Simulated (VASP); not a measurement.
# Zr3MoC (Pm-3m) in VASP: settings compared, part 2 of 3

VASP 6.6.1. Earlier steps stand in the parts before.

## 3. Relaxation of cell and atoms, RPBE

INCAR reads:

```
SYSTEM = Zr3MoC
PREC = Accurate
ENCUT = 600
EDIFF = 1E-7
ISMEAR = 0
SIGMA = 0.05
LREAL = .FALSE.
LASPH = .TRUE.
NELM = 100
ALGO = Normal
ISIF = 3
LWAVE = .FALSE.
LCHARG = .FALSE.
GGA = RP
IBRION = 2
NSW = 40
EDIFFG = -0.005
```

KPOINTS reads:

```
Automatic mesh
0
G
  6 6 6
  0 0 0
```

POSCAR reads:

```
Zr3MoC
1.0
    4.9425100000      0.0000000000      0.0000000000
    0.0000000000      4.9425100000      0.0000000000
    0.0000000000      0.0000000000      4.9425100000
Zr Mo C
3 1 1
Direct
    0.5000000000      0.0000000000      0.0000000000
    0.0000000000      0.5000000000      0.0000000000
    0.0000000000      0.0000000000      0.5000000000
    0.0000000000      0.0000000000      0.0000000000
    0.5000000000      0.5000000000      0.5000000000
```

Potentials or basis: VASP PAW PBE potentials, release 64 (Zr_sv, Mo_sv, C).

The run is started by

```console
> cat potpaw_PBE.64/Zr_sv/POTCAR potpaw_PBE.64/Mo_sv/POTCAR potpaw_PBE.64/C/POTCAR > POTCAR
> mpirun -np 1 vasp_std > vasp.out
```

OUTCAR:

```text
SYSTEM = Zr3MoC
   PREC = Accurate
   ENCUT = 600
   EDIFF = 1E-7
   ISMEAR = 0
   LREAL = .FALSE.
   LASPH = .TRUE.
   NELM = 100
   ISIF = 3
   GGA = RP
   IBRION = 2
   NSW = 40
   EDIFFG = -0.005

 ion  position               nearest neighbor table
   1  0.500  0.000  0.000-   4 2.47   4 2.47   2 3.49   3 3.49   2 3.49   2 3.49   3 3.49   3 3.49
                             3 3.49   2 3.49
   2  0.000  0.500  0.000-   4 2.47   4 2.47   1 3.49   3 3.49   1 3.49   3 3.49   3 3.49   3 3.49
                             1 3.49   1 3.49
   3  0.000  0.000  0.500-   4 2.47   4 2.47   1 3.49   1 3.49   2 3.49   2 3.49   2 3.49   2 3.49
                             1 3.49   1 3.49
   4  0.000  0.000  0.000-   1 2.47   2 2.47   3 2.47   3 2.47   2 2.47   1 2.47
   5  0.500  0.500  0.500-

  LATTYP: Found a simple cubic cell.
 ALAT       =     4.9425100000

  Lattice vectors:

 A1 = (   4.9425100000,   0.0000000000,   0.0000000000)
 A2 = (   0.0000000000,   4.9425100000,   0.0000000000)
 A3 = (   0.0000000000,   0.0000000000,   4.9425100000)

Analysis of symmetry for initial positions (statically):
=====================================================================
 Subroutine PRICEL returns:
 Original cell was already a primitive cell.

 Routine SETGRP: Setting up the symmetry group for a
 simple cubic supercell.

 Subroutine GETGRP returns: Found 48 space group operations
 (whereof 48 operations were pure point group operations)
 out of a pool of 48 trial point group operations.

The static configuration has the point symmetry O_h .

Analysis of symmetry for dynamics (positions and initial velocities):
=====================================================================
 Subroutine PRICEL returns:
 Original cell was already a primitive cell.

 Routine SETGRP: Setting up the symmetry group for a
 simple cubic supercell.

 Subroutine GETGRP returns: Found 48 space group operations
 (whereof 48 operations were pure point group operations)
 out of a pool of 48 trial point group operations.

The dynamic configuration has the point symmetry O_h .

 Subroutine INISYM returns: Found 48 space group operations
 (whereof 48 operations are pure point group operations),
 and found     1 'primitive' translations

----------------------------------------------------------------------------------------

                                     Primitive cell

  volume of cell :     120.7376

  direct lattice vectors                    reciprocal lattice vectors
     4.942510000  0.000000000  0.000000000     0.202326348  0.000000000  0.000000000
     0.000000000  4.942510000  0.000000000     0.000000000  0.202326348  0.000000000
     0.000000000  0.000000000  4.942510000     0.000000000  0.000000000  0.202326348

  length of vectors
     4.942510000  4.942510000  4.942510000     0.202326348  0.202326348  0.202326348

  position of ions in fractional coordinates (direct lattice)
     0.500000000  0.000000000  0.000000000
     0.000000000  0.500000000  0.000000000
     0.000000000  0.000000000  0.500000000
     0.000000000  0.000000000  0.000000000
     0.500000000  0.500000000  0.500000000

  ion indices of the primitive-cell ions
   primitive index   ion index
                 1           1
                 2           2
                 3           3
                 4           4
                 5           5

----------------------------------------------------------------------------------------

 KPOINTS: Automatic mesh

Automatic generation of k-mesh.
 Grid dimensions read from file:
 generate k-points for:    6    6    6

 Generating k-lattice:

  Cartesian coordinates                     Fractional coordinates (reciprocal lattice)
     0.033721058  0.000000000  0.000000000     0.166666667  0.000000000  0.000000000
     0.000000000  0.033721058  0.000000000     0.000000000  0.166666667  0.000000000
     0.000000000  0.000000000  0.033721058     0.000000000  0.000000000  0.166666667

  Length of vectors
     0.033721058  0.033721058  0.033721058

  Shift w.r.t. Gamma in fractional coordinates (k-lattice)
     0.000000000  0.000000000  0.000000000

 Subroutine IBZKPT returns following result:
 ===========================================

 Found     20 irreducible k-points:

 Following reciprocal coordinates:
            Coordinates               Weight
  0.000000  0.000000  0.000000      1.000000
  0.166667  0.000000  0.000000      6.000000
  0.333333  0.000000  0.000000      6.000000
  0.500000  0.000000  0.000000      3.000000
  0.166667  0.166667  0.000000     12.000000
  0.333333  0.166667  0.000000     24.000000
[... 12 lines left out ...]
  0.500000  0.500000  0.333333      6.000000
  0.500000  0.500000  0.500000      1.000000
   k-points           NKPTS =     20   k-points in BZ     NKDIM =     20   number of bands    NBANDS=     32
   number of dos      NEDOS =    301   number of ions     NIONS =      5
   total plane-waves  NPLWV =  64000
   dimension x,y,z NGX =    40 NGY =   40 NGZ =   40
   dimension x,y,z NGXF=    80 NGYF=   80 NGZF=   80
   ions per type =               3   1   1
   NGX,Y,Z   is equivalent  to a cutoff of  13.45, 13.45, 13.45 a.u.
   NGXF,Y,Z  is equivalent  to a cutoff of  26.91, 26.91, 26.91 a.u.
 SYSTEM =  Zr3MoC
   PREC   = accura    normal or accurate (medium, high low for compatibility)
   ISTART =      0    job   : 0-new  1-cont  2-samecut
   ICHARG =      2    charge: 1-file 2-atom 10-const
   ISPIN  =      1    spin polarized calculation?
   LNONCOLLINEAR =      F non collinear calculations
   LSORBIT =      F    spin-orbit coupling
   LASPH  =      T    aspherical Exc in radial PAW
   ENCUT  =  600.0 eV  44.10 Ry    6.64 a.u.   9.87  9.87  9.87*2*pi/ulx,y,z
   NELM   =    100;   NELMIN=  2; NELMDL= -5     # of ELM steps
   EDIFF  = 0.1E-06   stopping-criterion for ELM
   LREAL  =      F    real-space projection
   EDIFFG = -.5E-02   stopping-criterion for IOM
   NSW    =     40    number of steps for IOM
   IBRION =      2    ionic relax: 0-MD 1-quasi-New 2-CG
   NFREE  =      1    steps in history (QN), initial steepest desc. (CG)
   ISIF   =      3    stress and relaxation
   ISYM   =      2    0-nonsym 1-usesym 2-fastsym
   POTIM  = 0.5000    time-step for ionic-motion
   TEBEG  =    0.0;   TEEND  =   0.0 temperature during run
   PSTRESS=    0.0 pullay stress
   NELECT =      54.0000    total number of electrons
   NUPDOWN=      -1.0000    fix difference up-down
   EMIN   =  10.00;   EMAX   =-10.00  energy-range for DOS
   EFERMI =   0.00;   METHOD = LEGACY
   ISMEAR =     0;   SIGMA  =   0.05  broadening in eV -4-tet -1-fermi 0-gaus
   EFERMI_NEDOS =   21; number of points for ismear=-14 and -15
   IALGO  =     38    algorithm
   IMIX   =      4    mixing-type and parameters
     AMIX     =   0.40;   BMIX     =  1.00
     AMIX_MAG =   1.60;   BMIX_MAG =  1.00
  volume/ion in A,a.u.               =      24.15       162.96
  Fermi-wavevector in a.u.,A,eV,Ry     =   1.251964  2.365869 21.325962  1.567414
  Thomas-Fermi vector in A             =   2.385887
   LORBIT       =      0    0 simple, 1 ext, 2 COOP (PROOUT), +10 PAW based schemes
   GGA     = RP    functional components
   LHFCALC =     F    Hartree Fock is set to
   AEXX    =    0.0000 exact exchange contribution
   IVDW    =     0    specifies the selected vdW correction
   LEPSILON=     F    determine dielectric tensor
   LRPA    =     F    only Hartree local field effects (RPA)
 conjugate gradient relaxation of ions
 non-spin polarized calculation
 Gauss-broadening in eV      SIGMA  =   0.05
  energy-cutoff  :      600.00
  volume of cell :      120.74
 maximum number of plane-waves:      4068
 NGX is ok and might be reduce to    40
   NGX = 19   NGY = 19   NGZ = 19

--------------------------------------- Ionic step        1  -------------------------------------------

 number of electron      54.0000001 magnetization

 Free energy of the ion-electron system (eV)
  ---------------------------------------------------
  ext. energy  EPLUGINS =         0.00000000
  ---------------------------------------------------
  free energy    TOTEN  =       -34.31828468 eV

  energy without entropy =      -34.30453798  energy(sigma->0) =      -34.31141133

------------------------ aborting loop because EDIFF is reached ----------------------------------------

  FORCE on cell =-STRESS in cart. coord.  units (eV):
  Direction    XX          YY          ZZ          XY          YZ          ZX
  --------------------------------------------------------------------------------------
  -------------------------------------------------------------------------------------
  Total        1.1451749      1.1451749      1.1451749      0.0000000      0.0000000      0.0000000
  in kB       15.1963662     15.1963662     15.1963662      0.0000000      0.0000000      0.0000000
  external PRESSURE =      15.1963662 kB  Pullay stress =       0.0000000 kB
[... 63 lines left out ...]
  energy  without entropy=      -34.3103771360  energy(sigma->0) =      -34.31841661

--------------------------------------- Ionic step        3  -------------------------------------------

 number of electron      54.0000004 magnetization

 Free energy of the ion-electron system (eV)
  ---------------------------------------------------
  ext. energy  EPLUGINS =         0.00000000
  ---------------------------------------------------
  free energy    TOTEN  =       -34.33018797 eV

  energy without entropy =      -34.31492299  energy(sigma->0) =      -34.32255548

 E-fermi :   6.1394     XC(G=0):  -9.9084

 val. band max:        6.1372202686   @ k =   0.3333   0.1667   0.0000
 cond. band min:       6.1452573643   @ k =   0.5000   0.1667   0.0000
 fundamental gap:      0.0080370958
 Fermi energy:         6.1394216021

 k-point     1 :       0.0000    0.0000    0.0000
  band No.  band energies     occupation
      1     -53.8234      2.00000
      2     -43.1110      2.00000
      3     -43.0898      2.00000
      4     -43.0898      2.00000
      5     -28.3557      2.00000
      6     -28.3557      2.00000
[... 721 lines left out ...]
  FREE ENERGIE OF THE ION-ELECTRON SYSTEM (eV)
  ---------------------------------------------------
  free  energy   TOTEN  =       -34.3301879738 eV

  energy  without entropy=      -34.3149229921  energy(sigma->0) =      -34.32255548

 reached required accuracy - stopping structural energy minimisation
```

OSZICAR:

```text
N       E                     dE             d eps       ncg     rms          rms(c)
DAV:   1     0.599319593328E+03    0.59932E+03   -0.31072E+04  1304   0.182E+03
DAV:   2     0.528944328794E+01   -0.59403E+03   -0.58715E+03  1464   0.502E+02
DAV:   3    -0.369160890692E+02   -0.42206E+02   -0.41606E+02  2120   0.103E+02
[... 40 lines left out ...]
DAV:   9    -0.343301836153E+02   -0.88978E-05   -0.10855E-05  1776   0.174E-02    0.114E-02
DAV:  10    -0.343301865759E+02   -0.29605E-05   -0.31061E-06  1688   0.776E-03    0.320E-03
DAV:  11    -0.343301878631E+02   -0.12872E-05   -0.25403E-07  1232   0.305E-03    0.411E-04
DAV:  12    -0.343301880131E+02   -0.14999E-06   -0.23532E-08   848   0.110E-03    0.266E-04
DAV:  13    -0.343301879738E+02    0.39278E-07   -0.10244E-08   792   0.559E-04
   3 F= -.34330188E+02 E0= -.34322555E+02  d E =-.119033E-01
```

It took 2.1 min on 1 thread of Intel Xeon 6975P-C (Granite Rapids), shared host; peak memory 0.3 GiB.

What came out:

| Property | Result |
| --- | --- |
| Free energy | -34.3302 eV |
| Relaxed volume | 24.66 Å³/atom |
| Relaxed cell | a = 4.977 Å, b = 4.977 Å, c = 4.977 Å, α = 90.00°, β = 90.00°, γ = 90.00° |
| Space group after relaxing (to 0.05 Å) | Pm-3m (No. 221) |
| Energy gained by relaxing | 2.4 meV/atom |
| Ionic steps | 3 |
| Pressure after relaxing | 0.0 GPa |
| Band gap on the k mesh | none (metal or under the smearing width) |

The path:
| step | energy change (eV) | largest force (eV/Å) | pressure (GPa) | volume (Å³) |
| --- | --- | --- | --- | --- |
| 1 | 0.0000 | 0.0000 | 1.52 | 120.74 |
| 2 | -0.0082 | 0.0000 | -0.80 | 124.78 |
| 3 | -0.0119 | 0.0000 | 0.00 | 123.30 |

Final structure:
```
Zr Mo C
1.0
     4.97725    0.00000    0.00000
     0.00000    4.97725    0.00000
     0.00000    0.00000    4.97725
Zr Mo C
3 1 1
Direct
  0.50000 0.00000 0.00000
  0.00000 0.50000 0.00000
  0.00000 0.00000 0.50000
  0.00000 0.00000 0.00000
  0.50000 0.50000 0.50000
```

Caveat: the PAW data sets were made with another functional, which shifts forces and pressure a little.

(Part 2 of 3 ends here.)
